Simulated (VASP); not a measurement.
Input for VASP

POSCAR:
```
Ge
1
    0.0000000000     2.8319471054     2.8319471054
    2.8319471054     0.0000000000     2.8319471054
    2.8319471054     2.8319471054    -0.0000000000
Ge
2
Direct
  0.0000000000   0.0000000000   0.0000000000
  0.2500000000   0.2500000000   0.2500000000
```

### KPOINTS
```
Automatic mesh
0
Gamma
10 10 10
0 0 0
```

### INCAR
```
ALGO  =  Normal
EDIFF  =  1E-7
ENCUT  =  480
GGA  =  PS
ISIF  =  2
ISMEAR  =  1
LASPH  =  T
LCHARG  =  F
LMAXMIX  =  4
LREAL  =  F
LWAVE  =  F
NELM  =  100
PREC  =  Accurate
SIGMA  =  0.1
SYSTEM  =  Ge
```

POTCAR, in this order: Ge_d (PBE.64 set). Program: vasp_std.

Problem. Write an equivalent input for Ansatz.

Solution. One equivalent input (not run):
Ansatz 0.2 input:
```yaml
crystal:
  lattice:
    - [0.0000000, 2.8319471, 2.8319471]
    - [2.8319471, 0.0000000, 2.8319471]
    - [2.8319471, 2.8319471, 0.0000000]
  atoms:
    - { symbol: Ge, position: [0.0000000, 0.0000000, 0.0000000] }
    - { symbol: Ge, position: [0.2500000, 0.2500000, 0.2500000] }
kpoints:
  mp_grid: { grid: [10, 10, 10] }
hamiltonian:
  xc: pbesol
  pseudopotentials: { kind: paw }
scf:
  occupations: { method: methfessel_paxton, width: 0.1 }
  max_iter: 100
output: { forces: true, stress: true, eigenvalues: true }
```
What does not carry over: each code has its own PAW files, so the cut-off isn't converted (ENCUT is set for VASP's; basis.ecutwfc is left out, and Ansatz then takes the one that its files recommend); Ansatz stops its SCF on the density residual and VASP on the energy change (EDIFF).

The compound is Ge in the diamond structure. It was relaxed first.
